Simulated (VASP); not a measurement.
Input of a VASP 6.6.1 run:

INCAR

```
ALGO     = Fast           # electronic algorithm
EDIFF    = 1E-4           # SCF threshold, eV
EDIFFG   = -0.08          # ionic threshold
ENCUT    = 520            # plane-wave cutoff, eV
GGA      = PE             # functional
IBRION   = 2              # ionic algorithm
ISIF     = 3              # what is computed and relaxed
ISMEAR   = 0              # smearing method
KPAR     = 2            
LASPH    = T              # aspherical terms in the spheres
LCHARG   = F              # write CHGCAR
LREAL    = F              # projectors in reciprocal space
LWAVE    = F              # write WAVECAR
NELM     = 60             # most SCF steps
NSW      = 24             # ionic steps
PREC     = Normal         # precision mode
SIGMA    = 0.15           # smearing width, eV
```

KPOINTS

```
k-points
0
Gamma
  5 5 2
```

POSCAR

```
NbAl2N3
1.0
    3.5381618700      0.0000000000      0.0000000000
   -1.7690809300      3.0641380600      0.0000000000
    0.0000000000      0.0000000000      7.0780092000
Al Nb N
2 1 3
Direct
    0.0000000000      0.0000000000      0.7105726100
    0.0000000000      0.0000000000      0.2894273900
    0.0000000000      0.0000000000      0.0000000000
    0.5000000000      0.0000000000      0.5000000000
    0.0000000000      0.5000000000      0.5000000000
    0.5000000000      0.5000000000      0.5000000000
```

Potentials or basis: VASP PAW PBE potentials, release 64 (Al, Nb_sv, N).

Command:

```console
$ cat potpaw_PBE.64/Al/POTCAR potpaw_PBE.64/Nb_sv/POTCAR potpaw_PBE.64/N/POTCAR > POTCAR
$ mpirun -np 2 vasp_std > vasp.out
```

**Question.** Predict the relaxed volume.

**Answer.** 14.60 Å³/atom.

**Question.** Estimate the band gap on the k mesh.

**Answer.** None (metal or under the smearing width).

The path:
| step | energy change (eV) | largest force (eV/Å) | pressure (GPa) | volume (Å³) |
| --- | --- | --- | --- | --- |
| 1 | 0.0000 | 8.6248 | 20.92 | 76.74 |
| 2 | -3.1525 | 2.4795 | -0.98 | 94.44 |
| 3 | -4.2511 | 1.0257 | 1.29 | 87.16 |
| 4 | -4.2592 | 0.9025 | 1.47 | 86.85 |
| 5 | -4.2628 | 0.7501 | 1.77 | 86.49 |
| 6 | -4.2932 | 0.1487 | -0.89 | 88.34 |
| 7 | -4.2978 | 0.0909 | -0.25 | 87.85 |
| 8 | -4.2985 | 0.0157 | -0.10 | 87.62 |

Caveat: the k mesh is coarse (spacing up to 0.44 Å⁻¹), so the values aren't converged; the relaxation stopped at a loose force limit of 0.08 eV/Å, so its end isn't a converged minimum.
